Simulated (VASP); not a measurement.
Data:

```yaml
crystal:
  lattice:
    - [0.00000, 2.88393, 2.88393]
    - [2.88393, 0.00000, 2.88393]
    - [2.88393, 2.88393, 0.00000]
  atoms:
    - { symbol: Be, position: [0.25000, 0.25000, 0.25000] }
    - { symbol: Be, position: [0.62557, 0.62557, 0.12329] }
    - { symbol: Be, position: [0.62557, 0.12329, 0.62557] }
    - { symbol: Be, position: [0.62557, 0.62557, 0.62557] }
    - { symbol: Be, position: [0.12329, 0.62557, 0.62557] }
    - { symbol: Co, position: [0.00000, 0.00000, 0.00000] }
```

Calculation: LDA (Ceperley-Alder, Perdew-Zunger), VASP's LDA PAW potentials (set 64) (plane waves; VASP). Run with 300 eV cut-off, 8×8×8 Γ-centred mesh, Fermi-Dirac smearing of 0.10 eV, potentials Be Co.

At this cut-off the stress carries a Pulay error, which pulls relaxed volumes low.

Q: What does the run give for the energy per atom (σ→0), pressure, band gap (on the k-mesh) with the smallest direct gap where there is one?

A: 
- band gap (on the k-mesh): none (metal, semimetal or under 0.01 eV)
- energy per atom (σ→0): -5.065 eV/atom
- pressure: -63.1 kbar

The absolute energy has meaning only against runs of the same code, potentials and settings.

The structure comes from a computed database's Be5Co entry (F-43m); how it stands against other phases isn't given here. The cell was not relaxed at this level. The run is not spin-polarised, so no magnetic state was tried. The electron count is odd and the run is not spin-polarised, which forces a metal.
